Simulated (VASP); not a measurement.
OSZICAR of a VASP run on SnTe (rock salt):

**OSZICAR**
```
       N       E                     dE             d eps       ncg     rms          rms(c)
DAV:   1     0.836432435322E+02    0.83643E+02   -0.10015E+04   560   0.168E+03
DAV:   2    -0.428574292117E+02   -0.12650E+03   -0.12452E+03   608   0.403E+02
DAV:   3    -0.534291379235E+02   -0.10572E+02   -0.10430E+02   710   0.101E+02
DAV:   4    -0.537048139872E+02   -0.27568E+00   -0.27559E+00   658   0.180E+01
DAV:   5    -0.537166026259E+02   -0.11789E-01   -0.11789E-01   826   0.349E+00    0.512E+00
DAV:   6    -0.505793764569E+02    0.31372E+01   -0.88148E-01   686   0.159E+01    0.382E+00
DAV:   7    -0.505131492913E+02    0.66227E-01   -0.74317E-01   560   0.969E+00    0.960E-01
DAV:   8    -0.506008807576E+02   -0.87731E-01   -0.59003E-01   560   0.672E+00    0.530E-01
DAV:   9    -0.506389630801E+02   -0.38082E-01   -0.22929E-02   632   0.130E+00    0.470E-01
DAV:  10    -0.506310849153E+02    0.78782E-02   -0.48479E-03   626   0.446E-01    0.647E-01
DAV:  11    -0.506501214548E+02   -0.19037E-01   -0.79430E-02   560   0.192E+00    0.175E-01
DAV:  12    -0.506522735541E+02   -0.21521E-02   -0.41878E-03   602   0.505E-01    0.118E-01
DAV:  13    -0.506499981500E+02    0.22754E-02   -0.13003E-03   614   0.318E-01    0.231E-01
DAV:  14    -0.506529503172E+02   -0.29522E-02   -0.40884E-03   560   0.632E-01    0.443E-02
DAV:  15    -0.506529712987E+02   -0.20982E-04   -0.12204E-04   704   0.921E-02    0.172E-02
DAV:  16    -0.506529783183E+02   -0.70196E-05   -0.55043E-06   584   0.240E-02    0.633E-03
DAV:  17    -0.506529822783E+02   -0.39600E-05   -0.32115E-06   596   0.217E-02    0.560E-03
DAV:  18    -0.506529857146E+02   -0.34363E-05   -0.79022E-06   572   0.393E-02    0.500E-03
DAV:  19    -0.506529856724E+02    0.42232E-07   -0.43731E-07   608   0.961E-03
   1 F= -.50652986E+02 E0= -.50652986E+02  d E =-.575218E-12
```

**Question.** Which electronic solver shows in the log?

**Answer.** It is blocked Davidson (ALGO = Normal, or the opening steps of other solvers). The INCAR had ALGO = Normal.

**Question.** Can the final energy be trusted as converged?

**Answer.** The run converged. It stopped with EDIFF = 1E-7, NELM = 100 (r2SCAN meta-GGA, plane waves, VASP's PBE PAW potentials (set 64)).

The compound is SnTe in the rock salt structure, which distorts at low temperature. This cell is one point of a volume scan, at 0.94 of the reference volume.
